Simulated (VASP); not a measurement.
# FeSi (P2_13) in VASP: notebook, part 2 of 2

VASP 6.6.1.

### Step 3. Relaxation of cell and atoms, LDA, collinear spin, ferromagnetic start

Contents of INCAR:

```
PREC = Accurate
ENCUT = 600
EDIFF = 1E-7
ISMEAR = 0
SIGMA = 0.1
LREAL = False
LASPH = True
NELM = 150
ALGO = Normal
ISIF = 3
LWAVE = False
LCHARG = False
ISPIN = 2
MAGMOM = 3 3 3 3 0 0 0 0
LORBIT = 11
LMAXMIX = 4
GGA = CA
IBRION = 2
NSW = 90
EDIFFG = -0.005
```

Contents of KPOINTS:

```
Automatic mesh
0
Gamma
  8 8 8
```

Contents of POSCAR:

```
FeSi
1.0
    4.4022097900      0.0000000000      0.0000000000
    0.0000000000      4.4022097900      0.0000000000
    0.0000000000      0.0000000000      4.4022097900
Fe Si
4 4
Direct
    0.8630876900      0.6369123100      0.3630876900
    0.6369123100      0.3630876900      0.8630876900
    0.3630876900      0.8630876900      0.6369123100
    0.1369123100      0.1369123100      0.1369123100
    0.1586982700      0.3413017300      0.6586982700
    0.3413017300      0.6586982700      0.1586982700
    0.6586982700      0.1586982700      0.3413017300
    0.8413017300      0.8413017300      0.8413017300
```

Potentials or basis: VASP PAW LDA potentials, release 64 (Fe, Si).

The run is started by

```sh
$ cat potpaw_LDA.64/Fe/POTCAR potpaw_LDA.64/Si/POTCAR > POTCAR
$ mpirun -np 1 vasp_std > vasp.out
```

OUTCAR:

```text
PREC = Accurate
   ENCUT = 600
   EDIFF = 1E-7
   ISMEAR = 0
   LREAL = False
   LASPH = True
   NELM = 150
   ISIF = 3
   ISPIN = 2
   LORBIT = 11
   GGA = CA
   IBRION = 2
   NSW = 90
   EDIFFG = -0.005

 ion  position               nearest neighbor table
   1  0.863  0.637  0.363-   5 2.25   6 2.29   7 2.29   8 2.29   7 2.47   8 2.47   6 2.47   2 2.70
                             2 2.70   3 2.70   4 2.70   3 2.70   4 2.70
   2  0.637  0.363  0.863-   6 2.25   5 2.29   8 2.29   7 2.29   5 2.47   7 2.47   8 2.47   1 2.70
                             1 2.70   3 2.70   3 2.70   4 2.70   4 2.70
   3  0.363  0.863  0.637-   7 2.25   5 2.29   8 2.29   6 2.29   6 2.47   5 2.47   8 2.47   1 2.70
                             4 2.70   2 2.70   2 2.70   1 2.70   4 2.70
   4  0.137  0.137  0.137-   8 2.25   7 2.29   6 2.29   5 2.29   6 2.47   5 2.47   7 2.47   2 2.70
                             3 2.70   1 2.70   3 2.70   1 2.70   2 2.70
   5  0.159  0.341  0.659-   1 2.25   2 2.29   3 2.29   4 2.29   3 2.47   4 2.47   2 2.47   8 2.73
                             6 2.73   6 2.73   8 2.73   7 2.73   7 2.73
   6  0.341  0.659  0.159-   2 2.25   1 2.29   4 2.29   3 2.29   1 2.47   3 2.47   4 2.47   8 2.73
                             5 2.73   5 2.73   7 2.73   7 2.73   8 2.73
   7  0.659  0.159  0.341-   3 2.25   1 2.29   4 2.29   2 2.29   2 2.47   1 2.47   4 2.47   8 2.73
                             8 2.73   5 2.73   6 2.73   6 2.73   5 2.73
   8  0.841  0.841  0.841-   4 2.25   3 2.29   2 2.29   1 2.29   2 2.47   1 2.47   3 2.47   5 2.73
                             6 2.73   7 2.73   7 2.73   5 2.73   6 2.73

  LATTYP: Found a simple cubic cell.
 ALAT       =     4.4022097900

  Lattice vectors:

 A1 = (   4.4022097900,   0.0000000000,   0.0000000000)
 A2 = (   0.0000000000,   4.4022097900,   0.0000000000)
 A3 = (   0.0000000000,   0.0000000000,   4.4022097900)

Analysis of symmetry for initial positions (statically):
[... 570 lines left out ...]

 val. band max:       10.3330644837   @ k =   0.2500   0.1250   0.1250
 cond. band min:      10.4611178357   @ k =   0.3750   0.1250   0.1250
 fundamental gap:      0.1280533520
 Fermi energy:        10.3972235075

 spin component 1

 k-point     1 :       0.0000    0.0000    0.0000
  band No.  band energies     occupation
      1      -3.2446      1.00000
      2       2.2572      1.00000
      3       2.2572      1.00000
      4       2.2572      1.00000
      5       5.1012      1.00000
      6       5.1012      1.00000
[... 901 lines left out ...]
     34      15.5491      0.00000
     35      16.0756      0.00000

 [... further k-points ...]

 spin component 2

 k-point     1 :       0.0000    0.0000    0.0000
  band No.  band energies     occupation
      1      -3.2446      1.00000
      2       2.2572      1.00000
      3       2.2572      1.00000
      4       2.2572      1.00000
      5       5.1012      1.00000
      6       5.1012      1.00000
[... 938 lines left out ...]
  FREE ENERGIE OF THE ION-ELECTRON SYSTEM (eV)
  ---------------------------------------------------
  free  energy   TOTEN  =       -66.5622693170 eV

  energy  without entropy=      -66.5405302471  energy(sigma->0) =      -66.55139978

 reached required accuracy - stopping structural energy minimisation

 total charge

# of ion       s       p       d       tot
------------------------------------------
    1        0.466   0.696   6.661   7.823
    2        0.466   0.696   6.661   7.823
    3        0.466   0.696   6.661   7.823
    4        0.466   0.696   6.661   7.823
    5        0.745   0.939   0.000   1.684
    6        0.745   0.939   0.000   1.684
    7        0.745   0.939   0.000   1.684
    8        0.745   0.939   0.000   1.684
--------------------------------------------------
tot          4.841   6.541  26.646  38.027

 magnetization (x)

# of ion       s       p       d       tot
------------------------------------------
    1       -0.000  -0.000   0.000  -0.000
    2       -0.000  -0.000   0.000  -0.000
    3       -0.000  -0.000   0.000  -0.000
    4       -0.000  -0.000   0.000  -0.000
    5        0.000  -0.000   0.000  -0.000
    6        0.000  -0.000   0.000  -0.000
    7        0.000  -0.000   0.000  -0.000
    8        0.000  -0.000   0.000  -0.000
--------------------------------------------------
tot         -0.000  -0.000   0.000  -0.000
```

OSZICAR:

```text
N       E                     dE             d eps       ncg     rms          rms(c)
DAV:   1     0.379997233241E+03    0.38000E+03   -0.21998E+04  6300   0.178E+03
DAV:   2    -0.364852243475E+02   -0.41648E+03   -0.39818E+03  6300   0.385E+02
DAV:   3    -0.698730295019E+02   -0.33388E+02   -0.31118E+02  7202   0.132E+02
[... 78 lines left out ...]
DAV:   1    -0.665623018642E+02   -0.40836E-04   -0.18144E-03  9510   0.355E-01    0.571E-02
DAV:   2    -0.665623218807E+02   -0.20017E-04   -0.51044E-04  9190   0.326E-01    0.577E-02
DAV:   3    -0.665622702654E+02    0.51615E-04   -0.18155E-04  8824   0.202E-01    0.104E-02
DAV:   4    -0.665622694804E+02    0.78499E-06   -0.83872E-06  6846   0.169E-02    0.333E-03
DAV:   5    -0.665622693236E+02    0.15683E-06   -0.50350E-07  7778   0.801E-03    0.176E-03
DAV:   6    -0.665622693170E+02    0.65938E-08   -0.47159E-08  3549   0.188E-03
   9 F= -.66562269E+02 E0= -.66551400E+02  d E =-.835300E-05  mag=    -0.0000
```

CONTCAR:

```text
FeSi
   1.00000000000000
     4.3727730390451232    0.0000000000000000    0.0000000000000000
     0.0000000000000000    4.3727730390451232    0.0000000000000000
     0.0000000000000000   -0.0000000000000000    4.3727730390451232
  Fe              Si
     4     4
Direct
     0.8626574804240735    0.6373425195759265    0.3626574804240735
     0.6373425195759265    0.3626574804240735    0.8626574804240735
     0.3626574804240735    0.8626574804240735    0.6373425195759265
     0.1373425195759265    0.1373425195759265    0.1373425195759265
     0.1589718907302856    0.3410281092697144    0.6589718907302856
     0.3410281092697144    0.6589718907302856    0.1589718907302856
     0.6589718907302856    0.1589718907302856    0.3410281092697144
     0.8410281092697144    0.8410281092697144    0.8410281092697144

  0.00000000E+00  0.00000000E+00  0.00000000E+00
  0.00000000E+00  0.00000000E+00  0.00000000E+00
  0.00000000E+00  0.00000000E+00  0.00000000E+00
  0.00000000E+00  0.00000000E+00  0.00000000E+00
  0.00000000E+00  0.00000000E+00  0.00000000E+00
  0.00000000E+00  0.00000000E+00  0.00000000E+00
  0.00000000E+00  0.00000000E+00  0.00000000E+00
  0.00000000E+00  0.00000000E+00  0.00000000E+00
```

Wall time 15 min (1 thread of Intel Xeon Platinum 8488C (Sapphire Rapids), shared host); peak memory 0.34 GiB.

What came out:

| Quantity | Value |
| --- | --- |
| Free energy | -66.5623 eV |
| Relaxed volume | 10.45 Å³/atom |
| Relaxed cell | a = 4.373 Å, b = 4.373 Å, c = 4.373 Å, α = 90.00°, β = 90.00°, γ = 90.00° |
| Space group after relaxing (to 0.05 Å) | P2_13 (No. 198) |
| Energy gained by relaxing | 3.4 meV/atom |
| Ionic steps | 9 |
| Pressure after relaxing | 0.0 GPa |
| Band gap on the k mesh | 0.13 eV, indirect (least direct gap 0.16 eV) |
| Net moment | 0.00 μB per cell |
| Valence electrons inside the program's atomic spheres | Fe 7.82; Si 1.68 |

Forces in eV/Å, atoms in the order of the input:
```
Fe   0.000  0.000  0.000
Fe   0.000  0.000  0.000
Fe   0.000  0.000  0.000
Fe   0.000  0.000  0.000
Si   0.001 -0.001  0.001
Si  -0.001  0.001  0.001
Si   0.001  0.001 -0.001
Si  -0.001 -0.001 -0.001
```

Step by step:
```tsv
step	energy change (eV)	largest force (eV/Å)	pressure (GPa)	volume (Å³)
1	0.0000	0.0817	-5.04	85.31
2	0.0350	0.1920	8.34	81.24
3	-0.0269	0.0512	-0.04	83.66
4	-0.0269	0.0530	0.05	83.63
5	-0.0272	0.0221	0.06	83.61
6	-0.0273	0.0123	0.06	83.60
7	-0.0273	0.0024	-0.09	83.65
8	-0.0273	0.0057	-0.06	83.63
9	-0.0273	0.0021	0.00	83.61
```

Final structure:
```
CELL_PARAMETERS angstrom
4.37277 0.00000 0.00000
0.00000 4.37277 0.00000
0.00000 0.00000 4.37277
ATOMIC_POSITIONS crystal
Fe 0.86266 0.63734 0.36266
Fe 0.63734 0.36266 0.86266
Fe 0.36266 0.86266 0.63734
Fe 0.13734 0.13734 0.13734
Si 0.15897 0.34103 0.65897
Si 0.34103 0.65897 0.15897
Si 0.65897 0.15897 0.34103
Si 0.84103 0.84103 0.84103
```

Levels at points of the mesh, in eV from the valence-band top:
Spin up:
```
           k point  band 21  band 22  band 23  band 24  band 25  band 26  band 27  band 28
(0.00, 0.00, 0.00)    -0.29    -0.29    -0.05    -0.05     0.69     0.69     0.69     3.30
(0.50, 0.00, 0.00)    -0.41    -0.41    -0.02    -0.02     0.18     0.18     1.82     1.82
(0.50, 0.50, 0.00)    -1.09    -1.09    -0.38    -0.38     0.66     0.66     1.38     1.38
(0.50, 0.50, 0.50)    -0.71    -0.71    -0.71    -0.71     0.49     0.49     0.49     0.49
```
Spin down:
| k point | band 20 | band 21 | band 22 | band 23 | band 24 | band 25 | band 26 | band 27 | band 28 | band 29 |
| --- | --- | --- | --- | --- | --- | --- | --- | --- | --- | --- |
| (0.00, 0.00, 0.00) | -0.29 | -0.29 | -0.29 | -0.05 | -0.05 | 0.69 | 0.69 | 0.69 | 3.30 | 3.30 |
| (0.50, 0.00, 0.00) | -1.33 | -0.41 | -0.41 | -0.02 | -0.02 | 0.18 | 0.18 | 1.82 | 1.82 | 2.43 |
| (0.50, 0.50, 0.00) | -1.38 | -1.09 | -1.09 | -0.38 | -0.38 | 0.66 | 0.66 | 1.38 | 1.38 | 2.95 |
| (0.50, 0.50, 0.50) | -0.80 | -0.71 | -0.71 | -0.71 | -0.71 | 0.49 | 0.49 | 0.49 | 0.49 | 5.95 |

Caveat: the starting moments collapsed, and a magnetic state may lie lower. A k mesh can miss the band edges.
